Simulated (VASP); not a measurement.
Data:

```xyz
5
Lattice="3.9934 0.0000 0.0000 0.0000 3.9934 0.0000 0.0000 0.0000 4.2126" Properties=species:S:1:pos:R:3 pbc="T T T"
Ba     0.0000     0.0000     0.0400
Ti     1.9967     1.9967     2.2276
O      1.9967     1.9967     4.0471
O      0.0000     1.9967     2.0326
O      1.9967     0.0000     2.0326
```

Method: PW91 GGA, VASP's PBE PAW potentials (set 64) (plane waves; VASP 6.6.1). Numerical set-up: 520 eV cut-off, Gaussian smearing of 0.050 eV, potentials Ba_sv Ti_sv O.

Unless said otherwise, spin-orbit coupling is left out, though it shifts the bands of the heavy elements here.

**Question.** Give the energies of bands 12 to 23 at the high-symmetry points, in eV from the valence-band maximum.

**Answer.** 
```tsv
band	Γ	X	M	Z	R	A
12	-2.58	-4.04	-4.37	-3.98	-4.24	-4.45
13	-2.45	-2.88	-4.09	-2.82	-4.10	-3.82
14	-2.45	-2.88	-3.83	-2.82	-3.75	-3.73
15	-1.71	-2.68	-2.97	-2.15	-2.99	-2.76
16	-1.71	-1.97	-2.97	-2.15	-2.60	-2.62
17	-1.31	-1.96	-2.04	-2.06	-1.86	-2.62
18	-0.92	-1.71	-1.16	-1.98	-1.18	-0.46
19	-0.56	-1.56	-1.16	-0.74	-1.09	-0.46
20	-0.56	-1.33	-0.06	-0.74	-0.53	0.00
21	1.76	2.44	3.51	1.88	3.37	3.89
22	2.37	3.37	3.51	3.36	3.42	3.89
23	2.37	3.47	3.85	3.36	3.65	4.00
```

The gap is indirect, 1.76 eV, from the valence maximum at A to the conduction minimum at Γ.

The compound is BaTiO3 in the tetragonal perovskite structure. It was relaxed first.
